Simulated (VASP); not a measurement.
```yaml
crystal:
  lattice:
    - [0.00000, 3.02311, 3.02311]
    - [3.02311, 0.00000, 3.02311]
    - [3.02311, 3.02311, 0.00000]
  atoms:
    - { symbol: Cd, position: [0.00000, 0.00000, 0.00000] }
    - { symbol: Te, position: [0.50000, 0.50000, 0.50000] }
```

The numbers are results of r2SCAN+rVV10, VASP's PBE PAW potentials (set 64) (plane waves; VASP), not measurements. Run with 400 eV cut-off, 12×12×12 Γ-centred mesh, tetrahedra with Blöchl corrections, potentials Cd Te.

Unless said otherwise, spin-orbit coupling is left out, though it shifts the bands of the heavy elements here.

### Question
Estimate the energy per atom (σ→0), band gap (over mesh and band path) with the smallest direct gap where there is one.

### Answer

- band gap (over mesh and band path): none (metal, semimetal or under 0.01 eV)
- energy per atom (σ→0): -22.876 eV/atom

Only differences to runs with the same potentials and settings are physical.

The structure comes from a measured CdTe entry (Fm-3m) of the Crystallography Open Database, whose conditions weren't checked. It was relaxed first, which changed the volume by -16 %.
